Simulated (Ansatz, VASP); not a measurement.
# Al20Cu17 in two plane-wave programs

Aim: how closely do two programs agree when they are given the same cell, functional and k mesh? The structure shown is frame 42 of Ansatz's trajectory.

Calculated with Ansatz 0.2.0; plane waves, with VASP 6.6.1 beside it; single point at PBE.

## (1) The starting structure

The cell holds 111 atoms: 60 Al and 51 Cu. Its edges and angles: a = 11.739 Å, b = 11.739 Å, c = 11.739 Å, α = 90.0°, β = 90.0°, γ = 90.0°. As first built, before any earlier steps moved the atoms (in the runner's words): 111 atoms (60 Al, 51 Cu) placed at random at 4.5 g/cm^3, melted at 1800 K for 10 ps at fixed volume with the EAM Al-Cu potential (Cai and Ye, Phys. Rev. B 54, 8398 (1996)). Quenched from 1300 K to 300 K at 500 K/ps and zero pressure, held 5 ps, then minimised at fixed cell.

## (2) Ansatz: dynamics, PBE

Ansatz runs on its default PAW (the set named soft_2) files.

One frame of this run of dynamics is then solved in both programs, so the motion causes no difference.

Input file input.yaml:

```yaml
crystal:
  lattice:
    - [11.73944, 0.0, 0.0]
    - [0.0, 11.73944, 0.0]
    - [0.0, 0.0, 11.73944]
  atoms:
    - { symbol: Al, position: [0.0075, 0.47636, 0.82603] }
    - { symbol: Al, position: [0.31952, 0.83102, 0.81302] }
    - { symbol: Al, position: [0.03381, 0.71493, 0.46752] }
    - { symbol: Al, position: [0.18965, 0.22442, 0.06079] }
    - { symbol: Al, position: [0.21344, 0.17683, 0.64583] }
    - { symbol: Al, position: [0.61854, 0.81864, 0.57203] }
    - { symbol: Al, position: [0.75475, 0.69604, 0.02042] }
    - { symbol: Al, position: [0.59861, 0.72891, 0.18222] }
    - { symbol: Al, position: [0.32554, 0.93236, 0.30626] }
    - { symbol: Al, position: [0.60157, 0.05185, 0.61493] }
    - { symbol: Al, position: [0.88422, 0.90706, 0.92639] }
    - { symbol: Al, position: [0.06452, 0.36336, 0.6125] }
    - { symbol: Al, position: [0.49407, 0.77303, 0.39188] }
    - { symbol: Al, position: [0.72783, 0.78411, 0.80061] }
    - { symbol: Al, position: [0.02844, 0.97758, 0.16186] }
    - { symbol: Al, position: [0.4431, 0.22934, 0.62675] }
    - { symbol: Al, position: [0.05701, 0.6264, 0.25528] }
    - { symbol: Al, position: [0.72974, 0.13537, 0.27089] }
    - { symbol: Al, position: [0.77238, 0.90583, 0.19781] }
    - { symbol: Al, position: [0.28931, 0.37712, 0.53584] }
    - { symbol: Al, position: [0.24409, 0.51857, 0.35291] }
    - { symbol: Al, position: [0.82912, 0.74762, 0.57504] }
    - { symbol: Al, position: [0.11733, 0.40424, 0.18951] }
    - { symbol: Al, position: [0.47473, 0.91005, 0.13298] }
    - { symbol: Al, position: [0.98786, 0.21141, 0.2127] }
    - { symbol: Al, position: [0.82735, 0.64166, 0.22809] }
    - { symbol: Al, position: [0.66739, 0.50012, 0.13866] }
    - { symbol: Al, position: [0.5703, 0.34777, 0.99853] }
    - { symbol: Al, position: [0.25553, 0.06134, 0.86569] }
    - { symbol: Al, position: [0.11561, 0.86208, 0.92204] }
[... 75 atom lines left out ...]
    - { symbol: Cu, position: [0.7643, 0.94779, 0.45046] }
    - { symbol: Cu, position: [0.45356, 0.98029, 0.48128] }
    - { symbol: Cu, position: [0.62179, 0.5678, 0.90705] }
    - { symbol: Cu, position: [0.32306, 0.3093, 0.26482] }
    - { symbol: Cu, position: [0.05466, 0.07483, 0.96794] }
    - { symbol: Cu, position: [0.87628, 0.32255, 0.77719] }
kpoints:
  mp_grid: { grid: [1, 1, 1] }
hamiltonian:
  xc: pbe
scf:
  occupations: { method: methfessel_paxton, width: 0.15 }
output:
  forces: true
md:
  timestep: 2.0
  n_steps: 98
  ensemble: nve
  temperature: 300
  initial_velocities: maxwell_boltzmann
  seed: 222
```

The run is started by

```
$ ansatz run input.yaml --threads 32 --pin off --max-ram 143360MiB --backend cuda --events-out ev --progress --plain --runs-dir out
```

Numbers of over 12 decimals in the logs are rounded to 6 here.

The program printed:

```text
Warning: md: disabling space-group detection — thermal motion breaks the input geometry's symmetry, so no spatial operation reduces the k-mesh or symmetrises the density; time reversal is kept, so that k and −k are solved as one point where they differ and the mesh holds both, and exact exchange and, on two spinor components, a DFT+U term hold to it where the run has them: on two components no moment then forms, and  [...]
Engine: ansatz 0.2.0, aarch64-unknown-linux-gnu
Pseudopotentials: kind: paw
Pseudopotential: Al, paw, valence charge 3, recommended cutoff 420 eV (normal), Al.paw.azcp
Pseudopotential: Cu, paw, valence charge 19, recommended cutoff 420 eV (normal), Cu.paw.azcp
Functional definition: PBE
  parameter kappa = 0.804
  parameter beta = 0.066725
  exchange = pbe_x(kappa = kappa, mu = beta*pi^2/3)
  correlation = pbe_c(beta = beta)
device memory: the entry about to start is reckoned to put 4.9 GiB on a device that reports 182.5 GiB free
GPU FFT provider: cuFFT
GPU libraries: cuBLAS 13.8.1, cuFFT 12.4.0, cuSOLVER 12.3.2
GPU matrix products: emulated (plane waves: as basis.precision tells), large ones in fixed point in workspaces of 1.00 GiB
Crystal: 111 atoms, lattice volume = 1617.864 Å³
Basis set: ecut = 420 eV, 31463 PW (Γ), exchange–correlation on 160×160×160 points (8 copies of the dense FFT grid, shifted against one another)
Bands: 690, of which v1, the nominal top of the filled ones, is band 575 counted from 1 (574 counted from 0)
Symmetry: 1 space group operations
k-points: 1
Non-local potential: Al, projectors of the file, l = 0: 2, l = 1: 2, l = 2: 1
Non-local potential: Cu, projectors of the file, l = 0: 3, l = 1: 2, l = 2: 3, l = 3: 1
PAW form: soft (Blöchl's): semilocal exchange-correlation on the pseudo side does not see the compensation charge
PAW one-centre angular grid: Al, 110 points (default); XC on 64 Gauss nodes
PAW one-centre angular grid: Cu, 590 points (default); XC on 64 Gauss nodes
Initial density: superposition of atomic densities (neutral atoms: chi_scale 0, normalization atom), corrected by the library's trained network
Initial wavefunctions: pseudopotential atomic-orbital guess
GPU buffer pool allocated for 512000 grid points (all kernels)
GPU transforms: local potential and band sums: pruned to the plane-wave sphere, on 80×80×80
Functional: x = pbe(κ = 0.804, μ = 0.219515), c = pbe(β = 0.066725)
SCF iter   1: F=—  HF=-370129.456098 eV  |F-HF|=—  |Δ(HF+E_count)|=         —  Δρ=5.08e-3  dr2=1.25e0  ethr=1.77e-3  ⟨swp⟩=7.0  Hψ=2849  notcnv=0
preconditioner: auto → Kerker (q_TF=auto, 2.577 Å⁻¹)  [metal: Δε(μ)=0.035 eV  Ē_g=6.523 eV  σ=0.150 eV  W_gap=0.19  n_scr=460 (ndim 8)  ℏωp=25.1 eV  f_vac=0.000  D(μ)=44.79/eV (n_scr^D=304)]
SCF iter   2: F=—  HF=-370129.345155 eV  |F-HF|=—  |Δ(HF+E_count)|=   1.11e-1  S|Δr|=    0.00e0  Δρ=3.06e-3  dr2=5.50e-1  ethr=1.09e-4  ⟨swp⟩=1.0  Hψ=794  notcnv=0
SCF iter   3: F=—  HF=-370129.278543 eV  |F-HF|=—  |Δ(HF+E_count)|=   6.66e-2  S|Δr|=    0.00e0  Δρ=2.65e-3  dr2=9.79e-2  ethr=4.79e-5  ⟨swp⟩=2.0  Hψ=947  notcnv=0
SCF iter   4: F=—  HF=-370129.269864 eV  |F-HF|=—  |Δ(HF+E_count)|=   8.68e-3  S|Δr|=    0.00e0  Δρ=4.26e-4  dr2=5.22e-3  ethr=8.52e-6  ⟨swp⟩=3.0  Hψ=1081  notcnv=0
SCF iter   5: F=—  HF=-370129.246573 eV  |F-HF|=—  |Δ(HF+E_count)|=   2.33e-2  S|Δr|=    0.00e0  Δρ=1.29e-4  dr2=7.65e-4  ethr=4.54e-7  ⟨swp⟩=2.0  Hψ=936  notcnv=0
SCF iter   6: F=—  HF=-370129.246529 eV  |F-HF|=—  |Δ(HF+E_count)|=   4.44e-5  S|Δr|=    0.00e0  Δρ=1.23e-4  dr2=2.13e-4  ethr=6.66e-8  ⟨swp⟩=2.0  Hψ=972  notcnv=0
SCF iter   7: F=—  HF=-370129.246403 eV  |F-HF|=—  |Δ(HF+E_count)|=   1.26e-4  S|Δr|=    0.00e0  Δρ=5.00e-5  dr2=5.09e-5  ethr=1.85e-8  ⟨swp⟩=2.0  Hψ=1172  notcnv=0
SCF iter   8: F=—  HF=-370129.260256 eV  |F-HF|=—  |Δ(HF+E_count)|=   1.39e-2  S|Δr|=    0.00e0  Δρ=1.75e-5  dr2=9.58e-6  ethr=4.43e-9  ⟨swp⟩=2.0  Hψ=1062  notcnv=0  defer=3
SCF iter   9: F=—  HF=-370129.260255 eV  |F-HF|=—  |Δ(HF+E_count)|=   9.97e-7  S|Δr|=    0.00e0  Δρ=8.72e-6  dr2=1.33e-6  ethr=8.34e-10  ⟨swp⟩=2.0  Hψ=876  notcnv=0  defer=3
SCF iter  10: F=—  HF=-370129.260255 eV  |F-HF|=—  |Δ(HF+E_count)|=   1.29e-7  S|Δr|=    0.00e0  Δρ=5.34e-6  dr2=5.26e-7  ethr=1.16e-10  ⟨swp⟩=2.0  Hψ=1172  notcnv=0  defer=3
SCF iter  11: F=-370129.260255 eV  HF=-370129.260255 eV  |F-HF|=4.88e-8  |Δ(HF+E_count)|=   8.27e-8  S|Δr|=    0.00e0  Δρ=8.90e-7  dr2=5.33e-8  ethr=8.70e-12  ⟨swp⟩=2.0  Hψ=1863  notcnv=0
SCF 1 converged in 11 iterations: F = -370129.260255 eV  dr2 = 5.33e-8
[...]
GPU matrix products: emulated (plane waves: as basis.precision tells), large ones in fixed point in workspaces of 1.00 GiB
GPU buffer pool allocated for 512000 grid points (all kernels)
GPU transforms: local potential and band sums: pruned to the plane-wave sphere, on 80×80×80
md step    88: t =   176.00 fs  T =   317.0 K  F+E_penalty+E_count = -370129.50030804 eV  E_kin = 4.506642 eV  conserved = -370124.99366589 eV  (3 SCF iters)
[...]
md step    90: t =   180.00 fs  T =   318.2 K  F+E_penalty+E_count = -370129.51810162 eV  E_kin = 4.524331 eV  conserved = -370124.99377043 eV  (8 SCF iters)
[...]
md step    92: t =   184.00 fs  T =   320.2 K  F+E_penalty+E_count = -370129.54709437 eV  E_kin = 4.553192 eV  conserved = -370124.99390200 eV  (4 SCF iters)
[...]
md step    94: t =   188.00 fs  T =   322.5 K  F+E_penalty+E_count = -370129.57925918 eV  E_kin = 4.585247 eV  conserved = -370124.99401254 eV  (3 SCF iters)
[...]
md step    96: t =   192.00 fs  T =   324.4 K  F+E_penalty+E_count = -370129.60731122 eV  E_kin = 4.613219 eV  conserved = -370124.99409192 eV  (3 SCF iters)
[...]
md step    97: t =   194.00 fs  T =   325.2 K  F+E_penalty+E_count = -370129.61807522 eV  E_kin = 4.623959 eV  conserved = -370124.99411656 eV  (3 SCF iters)
[...]
md step    98: t =   196.00 fs  T =   325.8 K  F+E_penalty+E_count = -370129.62607633 eV  E_kin = 4.631949 eV  conserved = -370124.99412773 eV  (8 SCF iters)
SCF converged after 8 iterations
Stability not checked: this state was not tested for a lower state beside it, because cold or Methfessel-Paxton smearing, or corrected tetrahedra, fill the levels in a way that the test cannot read (fill_not_monotonic; see scf.lower_state_search)
Free energy (F): -370129.626076 eV
Harris-Foulkes:  -370129.626076 eV  (|F-HF|=6.14e-8)
Internal energy: -370129.616945 eV  (E = F + TS)
E sigma→0 (E₀):  -370129.623793 eV
Entropy (-TS):   -0.009132 eV (-0.082 meV/atom)
Fermi energy:    11.317164 eV
--- Per-component energies (eV) ---
  E_band       = -23225.080607
  E_kinetic    = 16672.751542
  E_local      = -307964.617631  (includes V_loc(G=0)·N_el)
  E_nonlocal   = 20398.000542
  E_hartree    = 139223.583280
  E_xc         = -6962.829008
  E_vxc        = -7646.791786  (∫ρ·V_xc dr)
  E_paw        = -112774.637112  (= ΣΔE_a)
  E_vpaw       = -23131.597099  (= ΣTr[D̂ρ^β])
  E_aug_tail   = 0.014196  (compensation charges beyond the density's cutoff)
  E_ewald      = -118721.882754
  E_smearing   = -0.009132  (= −TS)
  E_closure    = -0.000000  (closes the sum)
  Σ components = -370129.626076   (vs F -370129.626076, Δ=0.00e0)
--- Forces (eV/Å), atoms counted from 1 ---
[... 111 lines of forces left out ...]
  max |Σ_I F_I| component: 2.31e-5 eV/Å
--- MD trajectory: 98 steps, t = 0.0 → 196.0 fs ---
  final state: T = 325.8 K   F+E_penalty+E_count = -370129.62607633 eV   E_kin = 4.631949 eV
  conserved energy: peak-to-peak 2.225e-3 eV (2.004e-5 eV/atom) over 196.0 fs
```

## (3) VASP: single point, PBE

The same cell, functional, mesh and smearing now go to VASP, with its own data sets.

Lines of VASP's logs that name or quote its potential files are left out, and so is its time.

Input file INCAR:

```
SYSTEM = Al20Cu17
PREC = Accurate
ENCUT = 520
EDIFF = 1E-06
NELM = 120
ISMEAR = 1
SIGMA = 0.15
LREAL = Auto
ALGO = Normal
GGA = PE
NBANDS = 448
LASPH = .TRUE.
LORBIT = 11
LWAVE = .FALSE.
LCHARG = .FALSE.
ISIF = 2
GGA_COMPAT = .FALSE.
NCORE = 4
```

Input file POSCAR:

```
Al20Cu17
1.0
   11.7394400000      0.0000000000      0.0000000000
    0.0000000000     11.7394400000      0.0000000000
    0.0000000000      0.0000000000     11.7394400000
Al Cu
60 51
Direct
    0.9952297554      0.4841798246      0.8188635914
    0.3464390124      0.8209931649      0.8181821279
    0.0324546997      0.6933891225      0.4662062245
    0.1891913073      0.2190053359      0.0612465331
    0.2305902155      0.1474516672      0.6441533838
    0.6134023429      0.8308743858      0.5653591653
    0.7657946205      0.7065072951      0.0016184758
    0.5925325228      0.7261845539      0.1960911253
    0.3221618748      0.9264496433      0.2982254690
    0.5946620963      0.0621835454      0.6249872226
    0.8786620145      0.9225312281      0.9110315313
    0.0559651908      0.3566609651      0.6067580736
    0.4904833621      0.7792535249      0.4019782886
    0.7324029085      0.7882829164      0.7812979154
    0.0327954315      0.9899109327      0.1609957545
    0.4490844538      0.2426010099      0.6335055164
    0.0387582372      0.6107616718      0.2384270459
    0.7108516249      0.1297336159      0.2881738822
    0.7708204139      0.9150351294      0.1989021623
    0.2898775410      0.3850268837      0.5455967235
    0.2318679596      0.5132272067      0.3562350504
    0.8253374948      0.7548060214      0.5819698384
    0.1201079438      0.3983154222      0.1779471593
    0.4933795820      0.9087315920      0.1304150794
    0.9958737384      0.2157683842      0.2510341209
    0.8031047478      0.6606788739      0.2193460676
    0.6742229612      0.5057311081      0.1244522737
    0.5544557492      0.3317875469      0.9931478844
    0.2650893058      0.0683167170      0.8575366457
    0.1198523950      0.8751695140      0.9574562330
[... 75 atom lines left out ...]
    0.7543801067      0.9510675126      0.4639062851
    0.4459326850      0.9831814805      0.4653543951
    0.6133171599      0.5498558705      0.9249163504
    0.3276135829      0.3156879715      0.2633004641
    0.0482987263      0.0947234280      0.9608635506
    0.8675882325      0.3266765706      0.7788276102
```

Input file KPOINTS:

```
Automatic mesh
0
Gamma
1 1 1
0 0 0
```

PAW data sets: Al and Cu (PBE family, release 64).

The run is started by

```
$ mpirun -np 16 vasp_gam
```

The program printed:

```text
[banner, memory and clock lines left out]
running   16 mpi-ranks, on    1 nodes
[...]
LDA part: xc-table for (Slater+PW92), standard interpolation
 POSCAR, INCAR and KPOINTS ok, starting setup
[...]
entering main loop
       N       E                     dE             d eps       ncg     rms          rms(c)
DAV:   1     0.878543489066E+04    0.87854E+04   -0.31471E+05   896   0.240E+03
DAV:   2     0.166482971774E+04   -0.71206E+04   -0.68931E+04   896   0.610E+02
DAV:   3    -0.187123468825E+03   -0.18520E+04   -0.17001E+04   904   0.284E+02
DAV:   4    -0.476779256129E+03   -0.28966E+03   -0.25349E+03  1368   0.128E+02
[...]
DAV:  20    -0.409446245955E+03    0.44155E-06   -0.18309E-05  1048   0.486E-02    0.601E-03
DAV:  21    -0.409446247138E+03   -0.11834E-05   -0.64508E-06   768   0.164E-02    0.501E-03
DAV:  22    -0.409446247443E+03   -0.30459E-06   -0.15516E-06   496   0.134E-02
   1 F= -.40944625E+03 E0= -.40943566E+03  d E =-.317480E-01
```

OUTCAR, selected parts (step 3):

```text
  FREE ENERGIE OF THE ION-ELECTRON SYSTEM (eV)
  ---------------------------------------------------
  free  energy   TOTEN  =      -409.4462474429 eV

  energy  without entropy=     -409.4144994837  energy(sigma->0) =     -409.43566479
```

The run ends at a pressure of 0.29 GPa, with forces up to 1.5 eV/Å.

## (4) Differences

Known differences besides the potentials themselves: the data sets hold 1149 valence electrons in Ansatz (on its default PAW (the set named soft_2) files) and 741 in VASP; the cutoff is 420 eV in Ansatz and 520 eV in VASP (PREC = Accurate, projectors in real space). Total energies have different zeros and are not compared.

Forces on 10 of the 111 atoms, those with the largest forces and the largest differences (eV/Å; atoms numbered as in POSCAR):

```
 atom         Ansatz x, y, z           VASP x, y, z
  Al3   0.104, 1.393, -0.420   0.118, 1.400, -0.419
  Al6   -0.197, 0.351, 1.009   -0.193, 0.353, 1.012
 Al20  0.508, -0.751, -0.113  0.505, -0.753, -0.113
 Al25  -0.054, 0.068, -0.488  -0.061, 0.073, -0.512
 Al29   -0.216, 0.055, 0.147   -0.220, 0.032, 0.150
 Al36   -1.217, 0.358, 0.445   -1.231, 0.353, 0.441
 Al37  0.404, -0.162, -1.254  0.412, -0.165, -1.259
 Al60   -0.112, 0.580, 0.023  -0.117, 0.596, -0.003
 Cu97    0.047, 0.263, 1.018    0.045, 0.272, 1.023
Cu107    0.979, 0.245, 0.358    0.990, 0.245, 0.359
```

The forces differ by 7.6 meV/Å r.m.s., which is 2.2 % of the r.m.s. force of 0.339 eV/Å (both taken over all components).

## (5) Results

```json
{"r.m.s. force difference (single point, PBE)": "2.2 % of the r.m.s. force"}
```

The r.m.s. force difference is 2.2 % of the r.m.s. force (single point, PBE), within the 3 % picked in this series as the mark of a large difference. The data sets hold unlike numbers of valence electrons (1149 in Ansatz and 741 in VASP), so part of the differences comes from the potentials. 2 further runs of this series are not shown here. Such differences can come from data sets, numerical settings and the points named under the comparisons, not from the functional's error against experiment.

[Lines on the potential files, build, host, timing and source positions are cut from VASP's logs without a mark.]

[Logs are printed without paths, hosts, clocks, repeated set-up lines and the standing remarks that a program may print on its own settings, such as how far it seeks lower states.]

[Hosts, paths, dates, database ids (printed as entryN), source tags and the programs' standing remarks are cut or masked in the printed files.]
